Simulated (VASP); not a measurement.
Consider the following.

```yaml
crystal:
  lattice:
    - [1.95190, -3.38079, 0.00000]
    - [1.95190, 3.38079, 0.00000]
    - [0.00000, 0.00000, 6.04143]
  atoms:
    - { symbol: La, position: [0.33333, 0.66667, 0.24547] }
    - { symbol: La, position: [0.66667, 0.33333, 0.75453] }
    - { symbol: O, position: [0.00000, 0.00000, 0.00000] }
    - { symbol: O, position: [0.33333, 0.66667, 0.64572] }
    - { symbol: O, position: [0.66667, 0.33333, 0.35428] }
```

These are PBEsol GGA, VASP's PBE PAW potentials (set 64) (plane waves; VASP 6.6.1) values and carry that method's errors. Settings: 520 eV cut-off, 7×7×4 Γ-centred mesh, tetrahedra with Blöchl corrections, potentials La O.

The cores are frozen, which limits the accuracy of field gradients.

**Question.** Give the principal components of the electric field gradient (V/Å²) and the asymmetry η at each nucleus.

**Answer.** 
```
atom    Vxx    Vyy    Vzz     η
----  -----  -----  -----  ----
La1   -58.1  -58.1  116.3  0.00
La2   -58.1  -58.1  116.3  0.00
O3      4.2    4.2   -8.4  0.00
O4     -4.7   -4.7    9.5  0.00
O5     -4.7   -4.7    9.5  0.00
```

The compound is La2O3 in the a-type structure. It was relaxed first.
